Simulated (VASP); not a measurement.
A convergence study with VASP on SnTe (rock salt): one setting is varied, all else stays as given below, so the limit is that of these other settings. Each run relaxes cell and ions from the cell shown.

```
SnTe
1.0
    0.00000     3.16000     3.16000
    3.16000     0.00000     3.16000
    3.16000     3.16000     0.00000
Sn Te
1 1
Direct
  0.00000   0.00000   0.00000
  0.50000   0.50000   0.50000
```

Calculation: LDA (Ceperley-Alder, Perdew-Zunger), VASP's LDA PAW potentials (set 64) (plane waves; VASP 6.6.1). The tightest run used: 550 eV cut-off, 11×11×11 Γ-centred mesh, Gaussian smearing of 0.050 eV, potentials Sn_d Te.

Unless said otherwise, spin-orbit coupling is left out, though it shifts the bands of the heavy elements here. Gaps are read on the run's mesh, which can miss a band edge.

**Question.** The settings run are 2×2×2 mesh; 3×3×3 mesh; 4×4×4 mesh; 5×5×5 mesh; 6×6×6 mesh; 7×7×7 mesh; 8×8×8 mesh; 9×9×9 mesh; 10×10×10 mesh; 11×11×11 mesh. From which on does the relaxed volume stay within 0.05 Å³/atom of the tightest run?

**Answer.** From 8×8×8 mesh on: it is off by 0.004 there and by no more than 0.05 in any finer run, while 7×7×7 mesh is off by 0.064.
| setting | relaxed volume (Å³/atom) | E (eV/atom) | gap on the mesh (eV) | irreducible k-points | difference judged (Å³/atom) |
|---|---|---|---|---|---|
| 2×2×2 mesh | 35.599 | -3.4696 | 0.051 | 3 | 5.242 |
| 3×3×3 mesh | 30.361 | -4.4646 | 1.509 | 4 | 0.003 |
| 4×4×4 mesh | 29.922 | -4.4233 | 0.240 | 8 | 0.435 |
| 5×5×5 mesh | 30.277 | -4.4202 | 0.851 | 10 | 0.080 |
| 6×6×6 mesh | 30.334 | -4.4172 | 0.207 | 16 | 0.024 |
| 7×7×7 mesh | 30.294 | -4.4196 | 0.676 | 20 | 0.064 |
| 8×8×8 mesh | 30.361 | -4.4157 | 0.206 | 29 | 0.004 |
| 9×9×9 mesh | 30.346 | -4.4174 | 0.539 | 35 | 0.012 |
| 10×10×10 mesh | 30.349 | -4.4164 | 0.207 | 47 | 0.008 |
| 11×11×11 mesh | 30.357 | -4.4166 | 0.452 | 56 | 0.000 |

Left out are rungs that failed or repeat a setting and relaxations that didn't move; long series are thinned to 24 rows.

The compound is SnTe in the rock salt structure, which distorts at low temperature.
